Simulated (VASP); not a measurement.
All values below come from PBE GGA with spin-orbit coupling, VASP's PBE PAW potentials (set 64) (plane waves; VASP 6.6.1).

A VASP calculation is set up with these files.

File KPOINTS:
```
Automatic mesh
0
Gamma
8 6 1
0 0 0
```

**POSCAR**
```
Rh
1
    2.7012470000     0.0000000000     0.0000000000
   -2.7012470000     2.7012470000     0.0000000000
    0.0000000000     0.0000000000    19.7000000000
Rh
4
Direct
  0.0000000000   0.0000000000   0.4517770000
  0.0000000000   0.5000000000   0.3553300000
  0.0000000000   0.0000000000   0.6446700000
  0.0000000000   0.5000000000   0.5482230000
```

INCAR:
```
SYSTEM = Rh
PREC = Accurate; ENCUT = 300; LREAL = .FALSE.
LASPH = .TRUE.
EDIFF = 1E-6; NELM = 100; ALGO = Normal
LMAXMIX = 4
ISMEAR = 0; SIGMA = 0.136
GGA = PE; GGA_COMPAT = .FALSE.
MAGMOM = 12*0.0; LSORBIT = .TRUE.; LNONCOLLINEAR = .TRUE.
ISIF = 2
LWAVE = .FALSE.; LCHARG = .FALSE.; LORBIT = 11
```

POTCAR, in this order: Rh_pv (PBE.64 set). Program: vasp_ncl.

What will the output report for the number of irreducible k-points (NKPTS), largest plane-wave count, number of space-group operations, FFT grid (NGX, NGY, NGZ)?

| Item | Result |
|---|---|
| number of irreducible k-points (NKPTS) | 21 |
| largest plane-wave count | 3464 |
| number of space-group operations | 16 |
| FFT grid (NGX, NGY, NGZ) | 16 × 24 × 112 |

The cell is a sheet with vacuum, built from a generated structure.
